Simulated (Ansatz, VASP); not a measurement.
# Two plane-wave programs on SiF

```
CELL_PARAMETERS angstrom
3.02860 0.00000 0.00000
0.00000 3.02860 0.00000
0.00000 0.00000 3.02860
ATOMIC_POSITIONS crystal
Si 0.50000 0.50000 0.50000
F 0.00000 0.00000 0.00000
```

Alike in both runs: functional PBE; k mesh 18 × 18 × 18; occupations gaussian, width 0.1 eV; no spin polarisation.

Ansatz relaxed the structure, and its values are those at the end. VASP's run is a single point on that final structure, the one shown.

|  | VASP | Ansatz |
| --- | --- | --- |
| version | VASP 6.6.1 | Ansatz 0.2.0 |
| potentials or method | VASP PAW PBE potentials, release 64 (Si, F) | scalar-relativistic, plane waves, PAW |
| plane-wave cutoff (eV) | 520 | 420 |
| valence electrons in the cell | 11 | 11 |

|  | VASP | Ansatz | Ansatz less VASP |
| --- | --- | --- | --- |
| gap on the k mesh at the Fermi level (eV) | none | none | - |
| pressure (GPa) | -0.2 | 0.0 | +0.20 |

A gap of «none» marks a metal or a gap that the smearing closes. With one functional, cell and mesh, what is left measures potentials, basis and numerics.

Caveats: an odd number of electrons without spin polarisation forces a metal; a magnetic or distorted state may lie lower.
